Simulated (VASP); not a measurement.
These are SCAN meta-GGA, VASP's PBE PAW potentials (set 64) (plane waves; VASP) values and carry that method's errors.

VASP input:

KPOINTS:
```
Automatic mesh
0
Gamma
10 10 10
0 0 0
```

### INCAR
```
SYSTEM = SiC
PREC = Accurate; ENCUT = 520; LREAL = .False.
LASPH = .True.
EDIFF = 1E-7; NELM = 100; ALGO = Normal
LMIXTAU = .True.
ISMEAR = 0; SIGMA = 0.05
METAGGA = SCAN
ISIF = 2
LWAVE = .False.; LCHARG = .False.
```

File POSCAR:
```
SiC
1
    0.0000000000     2.1974244320     2.1974244320
    2.1974244320     0.0000000000     2.1974244320
    2.1974244320     2.1974244320     0.0000000000
Si C
1 1
Direct
  0.0000000000   0.0000000000   0.0000000000
  0.2500000000   0.2500000000   0.2500000000
```

POTCAR, in this order: Si C (PBE.64 set). Program: vasp_std.

What VASP printed:

**OUTCAR**
```
 ion  position               nearest neighbor table
   1  0.000  0.000  0.000-   2 1.90   2 1.90   2 1.90   2 1.90
   2  0.250  0.250  0.250-   1 1.90   1 1.90   1 1.90   1 1.90
  LATTYP: Found a face centered cubic cell.
 ALAT       =     4.3948488640
 Subroutine PRICEL returns:
 Original cell was already a primitive cell.
 Subroutine GETGRP returns: Found 24 space group operations
The static configuration has the point symmetry T_d .
The dynamic configuration has the point symmetry T_d .
 Subroutine INISYM returns: Found 24 space group operations
 Subroutine IBZKPT returns following result:
 Found     47 irreducible k-points:

 Following reciprocal coordinates:
            Coordinates               Weight
  0.000000  0.000000  0.000000      1.000000
  0.100000  0.000000  0.000000      8.000000
  0.200000  0.000000  0.000000      8.000000
  0.300000  0.000000  0.000000      8.000000
  0.400000  0.000000  0.000000      8.000000
  0.500000  0.000000  0.000000      4.000000
  0.100000  0.100000  0.000000      6.000000
  0.200000  0.100000  0.000000     24.000000
  0.300000  0.100000  0.000000     24.000000
...
```

OSZICAR:
```
       N       E                     dE             d eps       ncg     rms          rms(c)
DAV:   1    -0.249566365671E+01   -0.24957E+01   -0.42548E+03   784   0.874E+02
DAV:   2    -0.234564544342E+02   -0.20961E+02   -0.20264E+02  1152   0.111E+02
DAV:   3    -0.237824503834E+02   -0.32600E+00   -0.32600E+00   912   0.172E+01
DAV:   4    -0.237832473889E+02   -0.79701E-03   -0.79701E-03  1120   0.924E-01
DAV:   5    -0.237832480035E+02   -0.61459E-06   -0.61459E-06   928   0.188E-02    0.902E+00
DAV:   6    -0.202906960943E+02    0.34926E+01   -0.71280E+00  1072   0.166E+01    0.477E+00
DAV:   7    -0.206256330527E+02   -0.33494E+00   -0.41178E-01   752   0.816E+00    0.197E+00
DAV:   8    -0.202899016910E+02    0.33573E+00   -0.57435E-01  1024   0.775E+00    0.110E+00
DAV:   9    -0.205865500510E+02   -0.29665E+00   -0.39077E-01   808   0.693E+00    0.276E-01
DAV:  10    -0.206809478628E+02   -0.94398E-01   -0.10976E-01   752   0.407E+00    0.200E-01
DAV:  11    -0.206811922302E+02   -0.24437E-03   -0.11950E-03  1240   0.391E-01    0.214E-01
DAV:  12    -0.206816515457E+02   -0.45932E-03   -0.34343E-04   808   0.228E-01    0.206E-01
DAV:  13    -0.206807023893E+02    0.94916E-03   -0.52065E-03   760   0.108E+00    0.286E-01
DAV:  14    -0.206830839673E+02   -0.23816E-02   -0.36367E-03   792   0.668E-01    0.517E-01
DAV:  15    -0.206834385948E+02   -0.35463E-03   -0.12685E-03   944   0.392E-01    0.602E-01
DAV:  16    -0.206835237702E+02   -0.85175E-04   -0.32967E-05  1064   0.602E-02    0.610E-01
DAV:  17    -0.206834493460E+02    0.74424E-04   -0.45870E-05   832   0.889E-02    0.635E-01
DAV:  18    -0.206835012776E+02   -0.51932E-04   -0.36161E-06  1184   0.168E-02    0.642E-01
DAV:  19    -0.206830209071E+02    0.48037E-03   -0.35161E-04   992   0.154E-01    0.553E-01
DAV:  20    -0.206829844409E+02    0.36466E-04   -0.83075E-06   880   0.300E-02    0.551E-01
DAV:  21    -0.206829803191E+02    0.41217E-05   -0.21306E-06   952   0.199E-02    0.545E-01
DAV:  22    -0.206828760917E+02    0.10423E-03   -0.13160E-05  1080   0.311E-02    0.523E-01
DAV:  23    -0.206821204469E+02    0.75564E-03   -0.50409E-04  1048   0.215E-01    0.386E-01
DAV:  24    -0.206813848311E+02    0.73562E-03   -0.84924E-04  1032   0.224E-01    0.271E-01
DAV:  25    -0.206805997890E+02    0.78504E-03   -0.15710E-03   944   0.337E-01    0.111E-01
DAV:  26    -0.206804526245E+02    0.14716E-03   -0.37012E-04  1048   0.170E-01    0.446E-02
DAV:  27    -0.206803749797E+02    0.77645E-04   -0.55846E-05  1024   0.747E-02    0.190E-02
DAV:  28    -0.206803704994E+02    0.44802E-05   -0.14895E-05   824   0.530E-02    0.104E-02
DAV:  29    -0.206803563802E+02    0.14119E-04   -0.23636E-06   904   0.222E-02    0.518E-03
DAV:  30    -0.206803608230E+02   -0.44428E-05   -0.13202E-07  1000   0.517E-03    0.259E-03
DAV:  31    -0.206803586322E+02    0.21909E-05   -0.19240E-07   608   0.403E-03    0.716E-04
DAV:  32    -0.206803610503E+02   -0.24181E-05   -0.39023E-08   400   0.302E-03    0.527E-04
DAV:  33    -0.206803605145E+02    0.53580E-06   -0.92136E-09   384   0.138E-03    0.288E-04
DAV:  34    -0.206803606697E+02   -0.15516E-06   -0.11242E-09   400   0.561E-04    0.123E-04
DAV:  35    -0.206803606398E+02    0.29820E-07   -0.75822E-10   392   0.354E-04
   1 F= -.20680361E+02 E0= -.20680361E+02  d E =-.129711E-16
```

OUTCAR:
```
------------------------ aborting loop because EDIFF is reached ----------------------------------------
  FORCE on cell =-STRESS in cart. coord.  units (eV):
  Direction    XX          YY          ZZ          XY          YZ          ZX
  --------------------------------------------------------------------------------------
  Total       -0.8416930     -0.8416930     -0.8416930      0.0000000      0.0000000      0.0000000
  in kB      -63.5466206    -63.5466206    -63.5466206      0.0000000      0.0000000      0.0000000
  external PRESSURE =     -63.5466206 kB  Pullay stress =       0.0000000 kB
  volume of cell :       21.22
      direct lattice vectors                 reciprocal lattice vectors
     0.000000000  2.197424432  2.197424432    -0.227539110  0.227539110  0.227539110
     2.197424432  0.000000000  2.197424432     0.227539110 -0.227539110  0.227539110
     2.197424432  2.197424432  0.000000000     0.227539110  0.227539110 -0.227539110
  FREE ENERGIE OF THE ION-ELECTRON SYSTEM (eV)
  ---------------------------------------------------
  free  energy   TOTEN  =       -20.6803606398 eV

  energy  without entropy=      -20.6803606398  energy(sigma->0) =      -20.68036064
```
(Selected blocks of OUTCAR.)

The compound is SiC in the zinc blende structure. This cell is one point of a volume scan, at 1.03 of the reference volume.
